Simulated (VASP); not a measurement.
Output of a VASP run:

**OSZICAR**
```
       N       E                     dE             d eps       ncg     rms          rms(c)
DAV:   1    -0.841932655579E+01   -0.84193E+01   -0.17482E-01   288   0.494E+00    0.323E-01
DAV:   2    -0.841966595988E+01   -0.33940E-03   -0.67048E-03   344   0.934E-01    0.235E-01
DAV:   3    -0.841927060243E+01    0.39536E-03   -0.17242E-03   389   0.296E-01    0.121E-01
DAV:   4    -0.841933155653E+01   -0.60954E-04   -0.33813E-04   318   0.126E-01    0.755E-02
DAV:   5    -0.841936317393E+01   -0.31617E-04   -0.32711E-05   353   0.526E-02    0.490E-02
DAV:   6    -0.841937364287E+01   -0.10469E-04   -0.47780E-06   389   0.265E-02    0.302E-02
DAV:   7    -0.841937808559E+01   -0.44427E-05   -0.14600E-06   285   0.158E-02    0.185E-02
DAV:   8    -0.841938005332E+01   -0.19677E-05   -0.49932E-07   144   0.102E-02    0.115E-02
DAV:   9    -0.841938091610E+01   -0.86278E-06   -0.26115E-07   144   0.733E-03
   1 F= -.84193809E+01 E0= -.84193809E+01  d E =-.105570E-16
       N       E                     dE             ncg
```

OUTCAR:
```
------------------------ aborting loop because EDIFF is reached ----------------------------------------
  FORCE on cell =-STRESS in cart. coord.  units (eV):
  Direction    XX          YY          ZZ          XY          YZ          ZX
  --------------------------------------------------------------------------------------
  Total        0.1309071      0.1309071      0.1309071      0.0000000     -0.0000000     -0.0000000
  in kB        6.1779498      6.1779498      6.1779498      0.0000000     -0.0000000     -0.0000000
  external PRESSURE =       6.1779498 kB  Pullay stress =       0.0000000 kB
  volume of cell :       33.95
      direct lattice vectors                 reciprocal lattice vectors
     0.000000000  2.570000000  2.570000000    -0.194552529  0.194552529  0.194552529
     2.570000000  0.000000000  2.570000000     0.194552529 -0.194552529  0.194552529
     2.570000000  2.570000000  0.000000000     0.194552529  0.194552529 -0.194552529
  FREE ENERGIE OF THE ION-ELECTRON SYSTEM (eV)
  ---------------------------------------------------
  free  energy   TOTEN  =        -8.4193809161 eV

  energy  without entropy=       -8.4193809161  energy(sigma->0) =       -8.41938092

  exchange ACFDT corr.  =         0.00000000  see jH, gK, PRB 81, 115126
```
(Selected blocks of OUTCAR.)

### POSCAR
```
LiCl
1
    0.0000000000     2.5700000000     2.5700000000
    2.5700000000     0.0000000000     2.5700000000
    2.5700000000     2.5700000000     0.0000000000
Li Cl
1 1
Direct
  0.0000000000   0.0000000000   0.0000000000
  0.5000000000   0.5000000000   0.5000000000
```

Problem. Reconstruct the remaining input files.

Solution. One answer among several that fit: the input of the run itself, B3LYP hybrid, plane waves, VASP's PBE PAW potentials (set 64).

KPOINTS:
```
K-points
0
gamma
  6 6 6
```

### INCAR
```
! general
SYSTEM  =LiCl
PREC    =Accurate
ENCUT   =520
LREAL   =.False.
LASPH   =.True.
ISYM    =3

! electronic loop
EDIFF   =1E-6
NELM    =60
ALGO    =Normal

! smearing
ISMEAR  =0
SIGMA   =0.05

! functional
GGA     =B3
AGGAC   =0.81
AGGAX   =0.72
ALDAC   =0.19
LHFCALC =.True.
AEXX    =0.2
HFRCUT  =-1
PRECFOCK=Fast

! ions
ISIF    =2

! output
LWAVE   =.False.
LCHARG  =.False.
```

**KPOINTS_OPT**
```
named points and PBE's band edges
10
Reciprocal
  0.000000   0.000000   0.000000 1 ! GAMMA
  0.500000   0.000000   0.500000 1 ! X
  0.500000   0.500000   0.500000 1 ! L
  0.500000   0.250000   0.750000 1 ! W
  0.375000   0.375000   0.750000 1 ! K
  0.625000   0.250000   0.625000 1 ! U
  0.080360   0.080360   0.160710 1 ! near an edge
  0.107140   0.107140   0.214290 1 ! near an edge
  0.053570   0.053570   0.107140 1 ! near an edge
  0.035710   0.035710   0.035710 1 ! near an edge
```

POTCAR, in this order: Li_sv Cl (PBE.64 set). Program: vasp_std. Read from the step before: WAVECAR.

The compound is LiCl in the rock salt structure. The cell was not relaxed at this level.
